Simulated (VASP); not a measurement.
All values below come from PBE GGA, VASP's PBE PAW potentials (set 64) (plane waves; VASP 6.6.1).

Input for VASP

INCAR:
```
SYSTEM=BIr
PREC=Accurate; ENCUT=400; LREAL=F
LASPH=T
EDIFF=1E-6; NELM=100; ALGO=Normal
LMAXMIX=6
ISMEAR=0; SIGMA=0.272
GGA=PE
ISIF=2
LWAVE=F; LCHARG=F
```

POSCAR:
```
BIr
1.0
  2.6921230000   0.0000000000   0.0000000000
  0.0000000000   2.6921230000   0.0000000000
  0.0000000000   0.0000000000   2.6921230000
Ir B
1 1
direct
  0.0020090000   0.0005790000  -0.0130090000
  0.4979910000   0.4994210000   0.5130090000
```

File KPOINTS:
```
Automatic mesh
0
Gamma
7 7 7
0 0 0
```

POTCAR, in this order: Ir B (PBE.64 set). Program: vasp_std.

What VASP printed:

File OUTCAR:
```
 ion  position               nearest neighbor table
   1  0.002  0.001  0.987-   2 2.28   2 2.29   2 2.30   2 2.30   2 2.36   2 2.37   2 2.38   2 2.38
  LATTYP: Found a simple cubic cell.
 ALAT       =     2.6921230000
 Subroutine PRICEL returns:
 Original cell was already a primitive cell.
 Subroutine GETGRP returns: Found  1 space group operations
The static configuration has the point symmetry C_1 .
The dynamic configuration has the point symmetry C_1 .
 Subroutine INISYM returns: Found  1 space group operations
 Subroutine IBZKPT returns following result:
 Found    172 irreducible k-points:

 Following reciprocal coordinates:
            Coordinates               Weight
  0.000000  0.000000  0.000000      1.000000
  0.142857  0.000000  0.000000      2.000000
  0.000000  0.142857  0.000000      2.000000
  0.000000  0.000000  0.142857      2.000000
  0.285714  0.000000  0.000000      2.000000
  0.000000  0.285714  0.000000      2.000000
  0.000000  0.000000  0.285714      2.000000
  0.428571  0.000000  0.000000      2.000000
  0.000000  0.428571  0.000000      2.000000
  0.000000  0.000000  0.428571      2.000000
...
```

File OSZICAR:
```
       N       E                     dE             d eps       ncg     rms          rms(c)
DAV:   1     0.492712831525E+02    0.49271E+02   -0.51217E+03  3728   0.925E+02
DAV:   2    -0.145084103930E+02   -0.63780E+02   -0.58401E+02  3488   0.224E+02
DAV:   3    -0.165513893591E+02   -0.20430E+01   -0.19942E+01  4064   0.439E+01
DAV:   4    -0.165752272525E+02   -0.23838E-01   -0.23813E-01  3876   0.453E+00
DAV:   5    -0.165755362125E+02   -0.30896E-03   -0.30895E-03  3948   0.524E-01    0.237E+01
DAV:   6    -0.153338075932E+02    0.12417E+01   -0.10222E+01  4044   0.333E+01    0.723E+00
DAV:   7    -0.151903947451E+02    0.14341E+00   -0.78400E-01  4380   0.100E+01    0.543E+00
DAV:   8    -0.151605453661E+02    0.29849E-01   -0.26415E-02  3650   0.156E+00    0.543E-01
DAV:   9    -0.151594363895E+02    0.11090E-02   -0.41796E-03  4820   0.653E-01    0.911E-02
DAV:  10    -0.151594248745E+02    0.11515E-04   -0.16115E-04  3660   0.125E-01    0.130E-02
DAV:  11    -0.151594242659E+02    0.60864E-06   -0.53138E-06  3760   0.221E-02
   1 F= -.15159424E+02 E0= -.15153045E+02  d E =-.127582E-01
```

**OUTCAR**
```
------------------------ aborting loop because EDIFF is reached ----------------------------------------
  FORCE on cell =-STRESS in cart. coord.  units (eV):
  Direction    XX          YY          ZZ          XY          YZ          ZX
  --------------------------------------------------------------------------------------
  Total        2.5783170      2.5784179      2.5757429      0.0017437     -0.0112729     -0.0391133
  in kB      211.7201569    211.7284369    211.5087828      0.1431822     -0.9256823     -3.2118100
  external PRESSURE =     211.6524589 kB  Pullay stress =       0.0000000 kB
  volume of cell :       19.51
      direct lattice vectors                 reciprocal lattice vectors
     2.692123000  0.000000000  0.000000000     0.371454053  0.000000000  0.000000000
     0.000000000  2.692123000  0.000000000     0.000000000  0.371454053  0.000000000
     0.000000000  0.000000000  2.692123000     0.000000000  0.000000000  0.371454053
 POSITION                                       TOTAL-FORCE (eV/Angst)
 -----------------------------------------------------------------------------------
      0.00541      0.00156      2.65710         0.008299      0.002381     -0.065621
      1.34065      1.34450      1.38108        -0.008299     -0.002381      0.065621
 -----------------------------------------------------------------------------------
    total drift:                               -0.000043     -0.000012      0.000016
  FREE ENERGIE OF THE ION-ELECTRON SYSTEM (eV)
  ---------------------------------------------------
  free  energy   TOTEN  =       -15.1594242659 eV

  energy  without entropy=      -15.1466660560  energy(sigma->0) =      -15.15304516
```
(Selected blocks of OUTCAR.)

At this cut-off the stress carries a Pulay error, which pulls relaxed volumes low.

The structure was generated: BIr was put into an ordered model structure, which need not be its known phase. The cell was not relaxed at this level, atoms are displaced from their ideal sites. The k-mesh is coarse (spacing up to 0.33 per Å, 2π included), so the numbers may not be converged in it. The run is one of a series of settings (KPOINTS 7×7×7 Γ-centred mesh against the base run), some of them coarse on purpose.
